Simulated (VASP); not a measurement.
All values below come from HSEsol screened hybrid, VASP's PBE PAW potentials (set 64) (plane waves; VASP).

Input for VASP

POSCAR:
```
SrTe
1.0
  0.0000000000   3.3284936681   3.3284936681
  3.3284936681   0.0000000000   3.3284936681
  3.3284936681   3.3284936681   0.0000000000
Sr Te
1 1
Cart
  0.0000000000   0.0000000000   0.0000000000
  3.3284936681   3.3284936681   3.3284936681
```

### INCAR
```
! general
SYSTEM   = SrTe
PREC     = Accurate
ENCUT    = 520
LREAL    = .FALSE.   ! projection in real space or not
LASPH    = .TRUE.
ISYM     = 3

! electronic loop
EDIFF    = 1E-6   ! SCF stop (eV)
NELM     = 60   ! most electronic steps
ALGO     = Normal
LMAXMIX  = 4   ! l cut-off of mixed one-centre charges

! smearing
ISMEAR   = 0
SIGMA    = 0.05   ! width (eV)

! functional
GGA      = PS   ! PBEsol
LHFCALC  = .TRUE.
AEXX     = 0.25
HFSCREEN = 0.2
PRECFOCK = Fast

! ions
ISIF     = 2   ! forces and stress, cell fixed

! output
LWAVE    = .FALSE.
LCHARG   = .FALSE.
```

**KPOINTS**
```
Automatic
0
Gamma
 6 6 6
```

POTCAR, in this order: Sr_sv Te (PBE.64 set). Program: vasp_std. Read from the step before: WAVECAR.

Unless said otherwise, spin-orbit coupling is left out, though it shifts the bands of the heavy elements here.

Q: Estimate the energy per atom (σ→0), band gap (on the k-mesh).

A: 
```yaml
energy per atom (σ→0): -4.937 eV/atom
band gap (on the k-mesh): 2.37 eV
```

OSZICAR:
```
...
DAV:   3    -0.987360965988E+01    0.96121E-03   -0.12425E-03   464   0.296E-01    0.352E+00
DAV:   4    -0.987325985007E+01    0.34981E-03   -0.48846E-04   476   0.157E-01    0.209E+00
DAV:   5    -0.987317588993E+01    0.83960E-04   -0.20027E-04   612   0.894E-02    0.125E+00
DAV:   6    -0.987315570507E+01    0.20185E-04   -0.39724E-05   576   0.410E-02    0.743E-01
DAV:   7    -0.987314951231E+01    0.61928E-05   -0.10304E-05   580   0.211E-02    0.440E-01
DAV:   8    -0.987314820298E+01    0.13093E-05   -0.22322E-06   440   0.105E-02    0.261E-01
DAV:   9    -0.987314799033E+01    0.21264E-06   -0.82614E-07   296   0.657E-03
   1 F= -.98731480E+01 E0= -.98731480E+01  d E =-.138621E-10
```

The compound is SrTe in the rock salt structure. This cell is one point of a volume scan, at 0.97 of the reference volume. The cell's shape comes from a PBE relaxation.
